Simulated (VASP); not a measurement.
Method: optB88-vdW, VASP's PBE PAW potentials (set 64) (plane waves; VASP 6.6.1).

Input for VASP

POSCAR:
```
Cr
1
    2.8800000000     0.0000000000     0.0000000000
    0.0000000000     2.8800000000     0.0000000000
    0.0000000000     0.0000000000     2.8800000000
Cr
2
Direct
  0.0000000000   0.0000000000   0.0000000000
  0.5000000000   0.5000000000   0.5000000000
```

INCAR:
```
# general
SYSTEM  =Cr
PREC    =Accurate
ENCUT   =400
LREAL   =F
LASPH   =T

# electronic loop
EDIFF   =1E-6
NELM    =100
ALGO    =Normal
LMAXMIX =4

# smearing
ISMEAR  =1
SIGMA   =0.1

# functional
GGA     =BO
LUSE_VDW=T
AGGAC   =0.0
PARAM1  =0.1833333333
PARAM2  =0.22

# spin
ISPIN   =2
MAGMOM  =1.5 -1.5

# ions
ISIF    =2

# output
LWAVE   =F
LCHARG  =F
LORBIT  =10
```

File KPOINTS:
```
Automatic mesh
0
Gamma
11 11 11
0 0 0
```

POTCAR, in this order: Cr_pv (PBE.64 set). Program: vasp_std.

Task: Estimate the energy per atom (σ→0), cell moment, pressure, band gap (on the k-mesh).

Result: 
| Property | Value |
|---|---|
| energy per atom (σ→0) | -6.403 eV/atom |
| cell moment | 0.00 μB |
| band gap (on the k-mesh) | none (metal, semimetal or under 0.01 eV) |
| pressure | -7.97 GPa |

File OSZICAR:
```
...
DAV:  10    -0.128052601880E+02   -0.75085E-03   -0.18594E-03  4808   0.481E-01    0.117E-01
DAV:  11    -0.128054007499E+02   -0.14056E-03   -0.95982E-04  5112   0.181E-01    0.922E-02
DAV:  12    -0.128055584091E+02   -0.15766E-03   -0.34413E-03  4544   0.370E-01    0.356E-02
DAV:  13    -0.128055848241E+02   -0.26415E-04   -0.18842E-04  4464   0.103E-01    0.211E-02
DAV:  14    -0.128055924462E+02   -0.76221E-05   -0.66615E-05  4464   0.424E-02    0.122E-02
DAV:  15    -0.128055952843E+02   -0.28381E-05   -0.70836E-05  4464   0.464E-02    0.241E-03
DAV:  16    -0.128055954060E+02   -0.12171E-06   -0.17053E-06  1832   0.125E-02
   1 F= -.12805595E+02 E0= -.12805716E+02  d E =0.361405E-03  mag=     0.0000
```

The compound is Cr in the bcc, AFM order structure. The cell was not relaxed at this level. The run is one of a series of settings (AGGAC = 0.0, GGA = BO, LUSE_VDW = .TRUE., PARAM1 = 0.1833333333, PARAM2 = 0.22 against the base run), some of them coarse on purpose.
